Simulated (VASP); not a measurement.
Here is the system:

```
CELL_PARAMETERS angstrom
      1.46031    -2.52933     0.00000
      1.46031     2.52933     0.00000
      0.00000     0.00000     5.39283
ATOMIC_POSITIONS crystal
  Cd 0.33333 0.66667 0.25000
  Cd 0.66667 0.33333 0.75000
```

All values below come from vdW-DF-cx, VASP's PBE PAW potentials (set 64) (plane waves; VASP). Settings: 520 eV cut-off, 14×14×7 Γ-centred mesh, first-order Methfessel-Paxton smearing of 0.10 eV, potentials Cd.

Question: The ions and cell shape at fixed volume are relaxed. What does this cell relax into?

Answer: 
```
CELL_PARAMETERS angstrom
      1.48902    -2.57907     0.00000
      1.48902     2.57907     0.00000
      0.00000     0.00000     5.18685
ATOMIC_POSITIONS crystal
  Cd 0.33333 0.66667 0.25000
  Cd 0.66667 0.33333 0.75000
```
Space group P6_3/mmc (194), at a tolerance of 0.03 Å.

Question: How much energy does the relaxation gain?

Answer: The energy (σ→0) changes by -7.7 meV/atom, in 6 ionic steps.

The compound is Cd in the hcp structure. This cell is one point of a volume scan, at 0.94 of the reference volume. Symmetry was kept, so distortions that lower it aren't found.
